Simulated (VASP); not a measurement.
Level of theory: vdW-DF2, VASP's PBE PAW potentials (set 64) (plane waves; VASP).

Input for VASP

File KPOINTS:
```
Regular mesh
0
Gamma
10 10 8
```

INCAR:
```
# general
SYSTEM  =HfB2
PREC    =Accurate
ENCUT   =520
LREAL   =.FALSE.
LASPH   =.TRUE.

# electronic loop
EDIFF   =1E-6
NELM    =100
ALGO    =Normal
LMAXMIX =6

# smearing
ISMEAR  =1
SIGMA   =0.1

# functional
GGA     =ML
LUSE_VDW=.TRUE.
AGGAC   =0.0
ZAB_VDW =-1.8867

# ions
IBRION  =2
NSW     =60
ISIF    =3
EDIFFG  =-0.02

# output
LWAVE   =.FALSE.
LCHARG  =.FALSE.
```

File POSCAR:
```
HfB2
1
    1.5613703815    -2.7043730586    -0.0000000000
    1.5613703815     2.7043730586    -0.0000000000
   -0.0000000000    -0.0000000000     3.4547709102
Hf B
1 2
Direct
  0.0000000000   1.0000000000   0.0000000000
  0.3333330000   0.6666670000   0.5000000000
  0.6666670000   0.3333330000   0.5000000000
```

POTCAR, in this order: Hf_pv B (PBE.64 set). Program: vasp_std.

Energy and stress use the plane-wave basis of the starting cell. Unless said otherwise, spin-orbit coupling is left out, though it shifts the bands of the heavy elements here.

What does the run give for the energy per atom (σ→0), volume per atom, band gap (on the k-mesh)?

```yaml
energy per atom (σ→0): -6.704 eV/atom
band gap (on the k-mesh): none (metal, semimetal or under 0.01 eV)
volume_per_atom: 10.29 Å³/atom
```

**OSZICAR**
```
...
DAV:   6    -0.201132418421E+02    0.90423E-07   -0.89622E-07  1188   0.972E-03
   5 F= -.20113242E+02 E0= -.20113087E+02  d E =-.533744E-02
       N       E                     dE             d eps       ncg     rms          rms(c)
DAV:   1    -0.201133498309E+02   -0.10790E-03   -0.56704E-03  1748   0.652E-01    0.723E-02
DAV:   2    -0.201133149294E+02    0.34901E-04   -0.74675E-05  2104   0.768E-02    0.330E-02
DAV:   3    -0.201132987382E+02    0.16191E-04   -0.16879E-05  2048   0.330E-02    0.114E-02
DAV:   4    -0.201132977970E+02    0.94125E-06   -0.22075E-06  1804   0.126E-02
   6 F= -.20113298E+02 E0= -.20113134E+02  d E =-.539339E-02
```

The compound is HfB2 in the AlB2 type structure. This run relaxes it. Symmetry was kept, so distortions that lower it aren't found. The start is the result of an earlier pass.
